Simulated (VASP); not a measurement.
A VASP calculation is set up with these files.

**INCAR**
```
! general
SYSTEM =SrSi3Ni
PREC   =Accurate
ENCUT  =400   ! plane-wave cut-off (eV)
LREAL  =.False.
LASPH  =.True.

! electronic loop
EDIFF  =1E-6   ! SCF stop (eV)
NELM   =100   ! most electronic steps
ALGO   =Normal
LMAXMIX=4
LMIXTAU=.True.

! smearing
ISMEAR =1   ! Methfessel-Paxton
SIGMA  =0.1

! functional
METAGGA=R2SCAN

! ions
IBRION =2   ! conjugate gradients
NSW    =60
ISIF   =3
EDIFFG =-0.02

! output
LWAVE  =.False.
LCHARG =.False.
```

File KPOINTS:
```
Automatic mesh
0
gamma
9 9 9
```

File POSCAR:
```
SrSi3Ni
1
   -2.0855639488     2.0855639488     4.8916262376
    2.0855639488    -2.0855639488     4.8916262376
    2.0855639488     2.0855639488    -4.8916262376
Sr Si Ni
1 3 1
Direct
  0.5989144384   0.5989144384   0.0000000000
  0.0030416275   0.0030416275   0.0000000000
  0.3496858073   0.8496858073   0.5000000000
  0.8496858073   0.3496858073   0.5000000000
  0.2443623193   0.2443623193   0.0000000000
```

POTCAR, in this order: Sr_sv Si Ni (PBE.64 set). Program: vasp_std.

Problem. Translate this r2SCAN calculation to Ansatz.

Solution. One equivalent input (not run):
Ansatz 0.2 input:
```yaml
crystal:
  lattice:
    - [-2.0855639, 2.0855639, 4.8916262]
    - [2.0855639, -2.0855639, 4.8916262]
    - [2.0855639, 2.0855639, -4.8916262]
  atoms:
    - { symbol: Sr, position: [0.5989144, 0.5989144, 0.0000000] }
    - { symbol: Si, position: [0.0030416, 0.0030416, 0.0000000] }
    - { symbol: Si, position: [0.3496858, 0.8496858, 0.5000000] }
    - { symbol: Si, position: [0.8496858, 0.3496858, 0.5000000] }
    - { symbol: Ni, position: [0.2443623, 0.2443623, 0.0000000] }
kpoints:
  mp_grid: { grid: [9, 9, 9] }
hamiltonian:
  xc: r2scan
  pseudopotentials: { kind: paw }
scf:
  occupations: { method: methfessel_paxton, width: 0.1 }
  max_iter: 100
relax:
  max_steps: 60
  f_tol: 0.02
  cell: {}
output: { forces: true, stress: true, eigenvalues: true }
```
Limits of the translation: each code has its own PAW files, so the cut-off isn't converted (ENCUT is set for VASP's; basis.ecutwfc is left out, and Ansatz then takes the one that its files recommend); Ansatz stops its SCF on the density residual and VASP on the energy change (EDIFF).

The structure comes from a computed database's SrSi3Ni entry (I4mm); how it stands against other phases isn't given here. This run relaxes it. Symmetry was kept, so distortions that lower it aren't found. The start is the result of an earlier pass.
